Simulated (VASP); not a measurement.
# HfIn2Se5 (Cmcm) in VASP: relaxation of cell and atoms with PBE

Aim: the relaxation of cell and atoms of HfIn2Se5 with PBE.

Program: VASP 6.6.1. These are calculated values, not measurements. Logs are shortened: lines on timing, memory, paths and dates and some standing lists are left out, and cuts for length are marked.

## Step 1: The structure

Symmetry: Cmcm, No. 63, orthorhombic system. The conventional cell has a = 5.124 Å, b = 14.098 Å, c = 13.330 Å, α = 90.00°, β = 90.00°, γ = 90.00°. Around Hf (site symmetry m2m) lie 6 Se at 2.60 to 2.72 Å. Around In (site symmetry m) lie 5 Se at 2.68 to 2.96 Å. Se (site symmetry m) is surrounded by 2 In at 2.71 Å and 1 Hf at 2.72 Å. Around Se (site symmetry m) lie 1 Hf at 2.60 Å and 2 In at 2.68 to 2.74 Å. Around Se (site symmetry m2m) lie 2 Hf at 2.71 Å and 2 In at 2.96 Å.

The cell was built by a generator and needn't be a form met in nature.

## Step 2: Relaxation of cell and atoms, PBE

Input file INCAR:

```
  PREC = Accurate
  ENCUT = 520
  EDIFF = 1E-6
  ISMEAR = 0
  SIGMA = 0.1
  LREAL = False
  LASPH = True
  NELM = 120
  ALGO = Normal
  ISIF = 3
  LWAVE = False
  LCHARG = False
  GGA = PE
  IBRION = 2
  NSW = 90
  EDIFFG = -0.01
  KPAR = 8
```

Input file KPOINTS:

```
Automatic mesh
0
Gamma
  4 4 4
```

Input file POSCAR:

```
HfIn2Se5
1.0
    2.5620000000     -7.0490000000      0.0000000000
    2.5620000000      7.0490000000      0.0000000000
    0.0000000000      0.0000000000     13.3300000000
Hf In Se
2 4 10
Direct
    0.8045112800      0.1954887200      0.7500000000
    0.1954887200      0.8045112800      0.2500000000
    0.1301603100      0.8698396900      0.5629032300
    0.1301603100      0.8698396900      0.9370967700
    0.8698396900      0.1301603100      0.0629032300
    0.8698396900      0.1301603100      0.4370967700
    0.6896013600      0.3103986400      0.5857839500
    0.9441055500      0.0558944500      0.6222430600
    0.2427294700      0.7572705300      0.7500000000
    0.6896013600      0.3103986400      0.9142160500
    0.9441055500      0.0558944500      0.8777569400
    0.3103986400      0.6896013600      0.0857839500
    0.0558944500      0.9441055500      0.1222430600
    0.7572705300      0.2427294700      0.2500000000
    0.3103986400      0.6896013600      0.4142160500
    0.0558944500      0.9441055500      0.3777569400
```

Potentials or basis: VASP PAW PBE potentials, release 64 (Hf_pv, In_d, Se).

On the command line:

```sh
$ cat potpaw_PBE.64/Hf_pv/POTCAR potpaw_PBE.64/In_d/POTCAR potpaw_PBE.64/Se/POTCAR > POTCAR
$ mpirun -np 8 vasp_std > vasp.out
```

OUTCAR:

```text
PREC = Accurate
   ENCUT = 520
   EDIFF = 1E-6
   ISMEAR = 0
   LREAL = False
   LASPH = True
   NELM = 120
   ISIF = 3
   GGA = PE
   IBRION = 2
   NSW = 90
   EDIFFG = -0.01

 ion  position               nearest neighbor table
   1  0.805  0.195  0.750-   8 2.60  11 2.60   9 2.71   9 2.71   7 2.72  10 2.72
   2  0.195  0.805  0.250-  13 2.60  16 2.60  14 2.71  14 2.71  12 2.72  15 2.72
   3  0.130  0.870  0.563-  16 2.68   7 2.71   7 2.71   8 2.74   9 2.96  15 3.22
   4  0.130  0.870  0.937-  13 2.68  10 2.71  10 2.71  11 2.74   9 2.96  12 3.22
   5  0.870  0.130  0.063-  11 2.68  12 2.71  12 2.71  13 2.74  14 2.96  10 3.22
   6  0.870  0.130  0.437-   8 2.68  15 2.71  15 2.71  16 2.74  14 2.96   7 3.22
   7  0.690  0.310  0.586-   3 2.71   3 2.71   1 2.72   6 3.22
   8  0.944  0.056  0.622-   1 2.60   6 2.68   3 2.74
   9  0.243  0.757  0.750-   1 2.71   1 2.71   4 2.96   3 2.96
  10  0.690  0.310  0.914-   4 2.71   4 2.71   1 2.72   5 3.22
  11  0.944  0.056  0.878-   1 2.60   5 2.68   4 2.74
  12  0.310  0.690  0.086-   5 2.71   5 2.71   2 2.72   4 3.22
  13  0.056  0.944  0.122-   2 2.60   4 2.68   5 2.74
  14  0.757  0.243  0.250-   2 2.71   2 2.71   6 2.96   5 2.96
  15  0.310  0.690  0.414-   6 2.71   6 2.71   2 2.72   3 3.22
  16  0.056  0.944  0.378-   2 2.60   3 2.68   6 2.74

  LATTYP: Found a base centered orthorhombic cell.
 ALAT       =     5.1240000000
 B/A-ratio  =     2.7513661202
 C/A-ratio  =     2.6014832162

  Lattice vectors:

 A1 = (   2.5620000000,  -7.0490000000,   0.0000000000)
 A2 = (   2.5620000000,   7.0490000000,   0.0000000000)
 A3 = (   0.0000000000,   0.0000000000,  13.3300000000)

Analysis of symmetry for initial positions (statically):
=====================================================================
 Subroutine PRICEL returns:
 Original cell was already a primitive cell.

 Routine SETGRP: Setting up the symmetry group for a
 base centered orthorhombic supercell.

 Subroutine GETGRP returns: Found  8 space group operations
 (whereof  4 operations were pure point group operations)
 out of a pool of  8 trial point group operations.

The static configuration has the point symmetry C_2h.
 The point group associated with its full space group is D_2h.

Analysis of symmetry for dynamics (positions and initial velocities):
=====================================================================
 Subroutine PRICEL returns:
 Original cell was already a primitive cell.

 Routine SETGRP: Setting up the symmetry group for a
 base centered orthorhombic supercell.

 Subroutine GETGRP returns: Found  8 space group operations
 (whereof  4 operations were pure point group operations)
 out of a pool of  8 trial point group operations.

The dynamic configuration has the point symmetry C_2h.
 The point group associated with its full space group is D_2h.

 Subroutine INISYM returns: Found  8 space group operations
 (whereof  4 operations are pure point group operations),
 and found     1 'primitive' translations

----------------------------------------------------------------------------------------

                                     Primitive cell

  volume of cell :     481.4673

  direct lattice vectors                    reciprocal lattice vectors
     2.562000000 -7.049000000  0.000000000     0.195160031 -0.070932047  0.000000000
     2.562000000  7.049000000  0.000000000     0.195160031  0.070932047  0.000000000
     0.000000000  0.000000000 13.330000000     0.000000000  0.000000000  0.075018755

  length of vectors
     7.500149665  7.500149665 13.330000000     0.207650652  0.207650652  0.075018755

  position of ions in fractional coordinates (direct lattice)
     0.804511280  0.195488720  0.750000000
     0.195488720  0.804511280  0.250000000
     0.130160310  0.869839690  0.562903230
     0.130160310  0.869839690  0.937096770
     0.869839690  0.130160310  0.062903230
     0.869839690  0.130160310  0.437096770
[... 8 lines left out ...]
     0.310398640  0.689601360  0.414216050
     0.055894450  0.944105550  0.377756940

  ion indices of the primitive-cell ions
   primitive index   ion index
                 1           1
                 2           2
                 3           3
                 4           4
                 5           5
[... 32 lines left out ...]

 Subroutine IBZKPT returns following result:
 ===========================================

 Found     21 irreducible k-points:

 Following reciprocal coordinates:
            Coordinates               Weight
  0.000000  0.000000  0.000000      1.000000
  0.250000 -0.000000  0.000000      4.000000
  0.500000 -0.000000  0.000000      2.000000
  0.250000  0.250000  0.000000      2.000000
  0.500000  0.250000  0.000000      4.000000
 -0.250000  0.250000  0.000000      2.000000
[... 13 lines left out ...]
 -0.250000  0.250000  0.500000      2.000000
  0.500000  0.500000  0.500000      1.000000
   k-points           NKPTS =     21   k-points in BZ     NKDIM =     21   number of bands    NBANDS=     79
   number of dos      NEDOS =    301   number of ions     NIONS =     16
   total plane-waves  NPLWV = 313600
   dimension x,y,z NGX =    56 NGY =   56 NGZ =  100
   dimension x,y,z NGXF=   112 NGYF=  112 NGZF=  200
   ions per type =               2   4  10
   NGX,Y,Z   is equivalent  to a cutoff of  12.41, 12.41, 12.47 a.u.
   NGXF,Y,Z  is equivalent  to a cutoff of  24.83, 24.83, 24.94 a.u.
 SYSTEM =  unknown system
   PREC   = accura    normal or accurate (medium, high low for compatibility)
   ISTART =      0    job   : 0-new  1-cont  2-samecut
   ICHARG =      2    charge: 1-file 2-atom 10-const
   ISPIN  =      1    spin polarized calculation?
   LNONCOLLINEAR =      F non collinear calculations
   LSORBIT =      F    spin-orbit coupling
   LASPH  =      T    aspherical Exc in radial PAW
   ENCUT  =  520.0 eV  38.22 Ry    6.18 a.u.  13.95 13.95 24.78*2*pi/ulx,y,z
   NELM   =    120;   NELMIN=  2; NELMDL= -5     # of ELM steps
   EDIFF  = 0.1E-05   stopping-criterion for ELM
   LREAL  =      F    real-space projection
   EDIFFG = -.1E-01   stopping-criterion for IOM
   NSW    =     90    number of steps for IOM
   IBRION =      2    ionic relax: 0-MD 1-quasi-New 2-CG
   NFREE  =      1    steps in history (QN), initial steepest desc. (CG)
   ISIF   =      3    stress and relaxation
   ISYM   =      2    0-nonsym 1-usesym 2-fastsym
   POTIM  = 0.5000    time-step for ionic-motion
   TEBEG  =    0.0;   TEEND  =   0.0 temperature during run
   PSTRESS=    0.0 pullay stress
   NELECT =     132.0000    total number of electrons
   NUPDOWN=      -1.0000    fix difference up-down
   EMIN   =  10.00;   EMAX   =-10.00  energy-range for DOS
   EFERMI =   0.00;   METHOD = LEGACY
   ISMEAR =     0;   SIGMA  =   0.10  broadening in eV -4-tet -1-fermi 0-gaus
   EFERMI_NEDOS =   21; number of points for ismear=-14 and -15
   IALGO  =     38    algorithm
   IMIX   =      4    mixing-type and parameters
     AMIX     =   0.40;   BMIX     =  1.00
     AMIX_MAG =   1.60;   BMIX_MAG =  1.00
  volume/ion in A,a.u.               =      30.09       203.07
  Fermi-wavevector in a.u.,A,eV,Ry     =   1.063516  2.009753 15.389081  1.131066
  Thomas-Fermi vector in A             =   2.199003
   LORBIT       =      0    0 simple, 1 ext, 2 COOP (PROOUT), +10 PAW based schemes
   GGA     = PE    functional components
   LHFCALC =     F    Hartree Fock is set to
   AEXX    =    0.0000 exact exchange contribution
   IVDW    =     0    specifies the selected vdW correction
   LEPSILON=     F    determine dielectric tensor
   LRPA    =     F    only Hartree local field effects (RPA)
 conjugate gradient relaxation of ions
 non-spin polarized calculation
 Gauss-broadening in eV      SIGMA  =   0.10
  energy-cutoff  :      520.00
  volume of cell :      481.47
 maximum number of plane-waves:     13018
   NGX = 27   NGY = 27   NGZ = 49

--------------------------------------- Ionic step        1  -------------------------------------------

 number of electron     131.9999992 magnetization

 Free energy of the ion-electron system (eV)
  ---------------------------------------------------
  ext. energy  EPLUGINS =         0.00000000
  ---------------------------------------------------
  free energy    TOTEN  =       -75.86718427 eV

  energy without entropy =      -75.85833424  energy(sigma->0) =      -75.86275926

------------------------ aborting loop because EDIFF is reached ----------------------------------------

  FORCE on cell =-STRESS in cart. coord.  units (eV):
  Direction    XX          YY          ZZ          XY          YZ          ZX
  --------------------------------------------------------------------------------------
  -------------------------------------------------------------------------------------
  Total       -0.1371221     -0.2639941      0.0314886      0.0000000     -0.0000000      0.0000000
  in kB       -0.4563008     -0.8784925      0.1047846      0.0000000     -0.0000000      0.0000000
  external PRESSURE =      -0.4100029 kB  Pullay stress =       0.0000000 kB
[... 131 lines left out ...]
  FREE ENERGIE OF THE ION-ELECTRON SYSTEM (eV)
  ---------------------------------------------------
  free  energy   TOTEN  =       -75.8730241324 eV

  energy  without entropy=      -75.8642918203  energy(sigma->0) =      -75.86865798

[... ionic steps 4 to 24 ...]

--------------------------------------- Ionic step       25  -------------------------------------------

 number of electron     132.0000000 magnetization

------------------------ aborting loop because EDIFF is reached ----------------------------------------
[... 95 lines left out ...]
--------------------------------------- Ionic step       27  -------------------------------------------

 number of electron     131.9999999 magnetization

 Free energy of the ion-electron system (eV)
  ---------------------------------------------------
  ext. energy  EPLUGINS =         0.00000000
  ---------------------------------------------------
  free energy    TOTEN  =       -75.89127111 eV

  energy without entropy =      -75.88405384  energy(sigma->0) =      -75.88766247

 E-fermi :   2.4409     XC(G=0):  -8.5930

 val. band max:        2.4379973648   @ k =  -0.2500   0.2500   0.0000
 cond. band min:       2.4702061166   @ k =   0.2500   0.2500   0.0000
 fundamental gap:      0.0322087519
 Fermi energy:         2.4408628750

 k-point     1 :       0.0000    0.0000    0.0000
  band No.  band energies     occupation
      1     -28.8044      2.00000
      2     -28.8044      2.00000
      3     -28.8035      2.00000
      4     -28.8035      2.00000
      5     -28.7708      2.00000
      6     -28.7708      2.00000
[... 1690 lines left out ...]
     77       6.1006      0.00000
     78       6.1006      0.00000
 [bands above 78 left out]

------------------------ aborting loop because EDIFF is reached ----------------------------------------

  FORCE on cell =-STRESS in cart. coord.  units (eV):
  Direction    XX          YY          ZZ          XY          YZ          ZX
  --------------------------------------------------------------------------------------
  -------------------------------------------------------------------------------------
  Total       -0.0319282      0.0289297      0.0327022      0.0000000      0.0000000      0.0000000
  in kB       -0.1070594      0.0970049      0.1096547      0.0000000      0.0000000      0.0000000
  external PRESSURE =       0.0332001 kB  Pullay stress =       0.0000000 kB
[... 31 lines left out ...]
  FREE ENERGIE OF THE ION-ELECTRON SYSTEM (eV)
  ---------------------------------------------------
  free  energy   TOTEN  =       -75.8912711091 eV

  energy  without entropy=      -75.8840538390  energy(sigma->0) =      -75.88766247

 reached required accuracy - stopping structural energy minimisation
```

Run time: 32 min. Hardware: 8 MPI ranks of Intel Xeon 6975P-C (Granite Rapids), shared host; peak memory 1.2 GiB.

Results:

```yaml
Free_energy: -75.8913 eV
Relaxed_volume: 29.86 Å³/atom
Relaxed_cell: a = 7.418 Å, b = 7.418 Å, c = 13.190 Å, α = 90.00°, β = 90.00°, γ = 138.83°
Space_group_after_relaxing_to_0.05_Å: Cmcm (No. 63)
Energy_gained_by_relaxing: 1.5 meV/atom
Ionic_steps: 27
Pressure_after_relaxing: 0.0 GPa
Largest_force_after_relaxing: 0.009 eV/Å
Band_gap_on_the_k_mesh: none (metal or under the smearing width)
```

Forces in eV/Å, atoms in the order of the input:
```
Hf   0.000 -0.003  0.000
Hf   0.000  0.003  0.000
In   0.000  0.003 -0.003
In   0.000  0.003  0.003
In   0.000 -0.003 -0.003
In   0.000 -0.003  0.003
Se   0.000 -0.005 -0.003
Se   0.000 -0.007  0.006
Se   0.000 -0.002  0.000
Se   0.000 -0.005  0.003
Se   0.000 -0.007 -0.006
Se   0.000  0.005 -0.003
Se   0.000  0.007  0.006
Se   0.000  0.002  0.000
Se   0.000  0.005  0.003
Se   0.000  0.007 -0.006
```

The path:
| step | energy change (eV) | largest force (eV/Å) | pressure (GPa) | volume (Å³) |
| --- | --- | --- | --- | --- |
| 1 | 0.0000 | 0.0811 | -0.04 | 481.47 |
| 2 | -0.0027 | 0.0725 | 0.01 | 480.93 |
| 3 | -0.0058 | 0.0955 | 0.17 | 479.48 |
| 4 | -0.0075 | 0.0806 | 0.09 | 480.03 |
| 5 | -0.0092 | 0.0451 | -0.11 | 481.38 |
| 6 | -0.0106 | 0.0310 | -0.08 | 480.99 |
| 7 | -0.0123 | 0.0607 | 0.02 | 479.83 |
| 8 | -0.0138 | 0.0558 | 0.01 | 479.64 |
| 9 | -0.0161 | 0.0498 | 0.01 | 479.07 |
| 10 | -0.0163 | 0.0565 | 0.00 | 478.89 |
| 11 | -0.0183 | 0.0463 | 0.00 | 478.73 |
| 12 | -0.0200 | 0.0802 | 0.01 | 478.38 |
| 13 | -0.0214 | 0.0415 | -0.02 | 478.33 |
| 14 | -0.0217 | 0.0337 | -0.04 | 478.29 |
| 15 | -0.0222 | 0.0228 | 0.02 | 477.83 |
| 16 | -0.0222 | 0.0183 | 0.06 | 477.55 |
| 17 | -0.0226 | 0.0188 | 0.01 | 478.00 |
| 18 | -0.0227 | 0.0196 | -0.05 | 478.51 |
| 19 | -0.0227 | 0.0196 | -0.03 | 478.33 |
| 20 | -0.0230 | 0.0171 | -0.02 | 478.18 |
| 21 | -0.0232 | 0.0241 | 0.02 | 477.85 |
| 22 | -0.0234 | 0.0212 | 0.01 | 477.94 |
| 23 | -0.0238 | 0.0224 | -0.03 | 478.20 |
| 24 | -0.0238 | 0.0230 | -0.05 | 478.28 |
| 25 | -0.0240 | 0.0165 | 0.03 | 477.61 |
| 26 | -0.0240 | 0.0133 | 0.01 | 477.77 |
| 27 | -0.0241 | 0.0090 | 0.00 | 477.82 |

Final structure:
```cif
data_structure
_symmetry_space_group_name_H-M 'P 1'
_symmetry_Int_Tables_number 1
_cell_length_a 7.4183
_cell_length_b 7.4183
_cell_length_c 13.1896
_cell_angle_alpha 90.000
_cell_angle_beta 90.000
_cell_angle_gamma 138.830
_cell_volume 477.82
loop_
_atom_site_label
_atom_site_type_symbol
_atom_site_fract_x
_atom_site_fract_y
_atom_site_fract_z
_atom_site_occupancy
Hf1 Hf 0.80181 0.19819 0.75000 1
Hf2 Hf 0.19819 0.80181 0.25000 1
In1 In 0.13509 0.86491 0.55903 1
In2 In 0.13509 0.86491 0.94097 1
In3 In 0.86491 0.13509 0.05903 1
In4 In 0.86491 0.13509 0.44097 1
Se1 Se 0.68936 0.31064 0.57988 1
Se2 Se 0.94591 0.05409 0.62452 1
Se3 Se 0.24466 0.75533 0.75000 1
Se4 Se 0.68936 0.31064 0.92012 1
Se5 Se 0.94591 0.05409 0.87548 1
Se6 Se 0.31064 0.68936 0.07988 1
Se7 Se 0.05409 0.94591 0.12452 1
Se8 Se 0.75533 0.24466 0.25000 1
Se9 Se 0.31064 0.68936 0.42012 1
Se10 Se 0.05409 0.94591 0.37548 1
```

Spin-orbit coupling is left out, which matters for the levels of Hf.
